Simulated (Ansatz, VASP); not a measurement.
## One calculation of CoGe3, two programs

The input INCAR:

```
SYSTEM = CoGe3
ALGO = Normal ; EDIFF = 1E-7
EDIFFG = -0.05 ; ENCUT = 600
GGA = PS ; IBRION = 2
ISIF = 3 ; ISMEAR = 0
LASPH = .True. ; LCHARG = .False.
LREAL = .False. ; LWAVE = .False.
NELM = 80 ; NSW = 100
PREC = Accurate ; SIGMA = 0.1
```

File KPOINTS:

```
k-points
0
Gamma
  6 6 6
  0 0 0
```

The input POSCAR:

```
CoGe3
1.0
    3.8275878209      0.0000000000      0.0000000000
    0.0000000000      3.8275878209      0.0000000000
    0.0000000000      0.0000000000      3.8275878209
Ge Co
3 1
Direct
    0.0000000000      0.5000000000      0.5000000000
    0.5000000000      0.0000000000      0.5000000000
    0.5000000000      0.5000000000      0.0000000000
    0.0000000000      0.0000000000      0.0000000000
```

Input for Ansatz:

```yaml
crystal:
  lattice:
    - [3.8275878209, 0.0, 0.0]
    - [0.0, 3.8275878209, 0.0]
    - [0.0, 0.0, 3.8275878209]
  atoms:
    - { symbol: Ge, position: [0.0, 0.5, 0.5] }
    - { symbol: Ge, position: [0.5, 0.0, 0.5] }
    - { symbol: Ge, position: [0.5, 0.5, 0.0] }
    - { symbol: Co, position: [0.0, 0.0, 0.0] }
basis:
  ecutwfc: 420
kpoints:
  mp_grid: { grid: [6, 6, 6] }
hamiltonian:
  xc: pbesol
scf:
  occupations: { method: gaussian, width: 0.1 }
output:
  forces: true
  stress: true
  eigenvalues: true
relax:
  adjacent_minimum: "off"
  f_tol: 0.05
  max_steps: 80
  cell: { stress_tol: 0.5 }
```

The cell was built by a generator and needn't be a form met in nature.

Alike in both runs: task relaxation of cell and atoms; functional PBEsol; k mesh 6 × 6 × 6; occupations gaussian, width 0.1 eV; no spin polarisation.

|  | VASP | Ansatz |
| --- | --- | --- |
| version | VASP 6.6.1 | Ansatz 0.2.0 |
| potentials or method | VASP PAW PBE potentials, release 64 (Ge_d, Co) | scalar-relativistic, plane waves, PAW |
| plane-wave cutoff (eV) | 600 | 420 |
| valence electrons in the cell | 51 | 59 |

```csv
,VASP,Ansatz,Ansatz less VASP
"gap on the k mesh at the Fermi level, each at its own relaxed structure (eV)",none,none,-
relaxed volume (Å³/atom),15.24,15.19,-0.057
relaxed cell length with the largest relative difference (Å),3.936,3.931,-0.0049
energy change over the relaxation (meV/atom),-39,-37,+1.2
```

A gap of «none» marks a metal or a gap that the smearing closes. The two sets of potentials don't hold the same shells in valence.

Caveats: the PAW data sets were made with another functional, which shifts forces and pressure a little (VASP). Spin polarisation is off, so any magnetic state and its effect on volume and gap are missing.
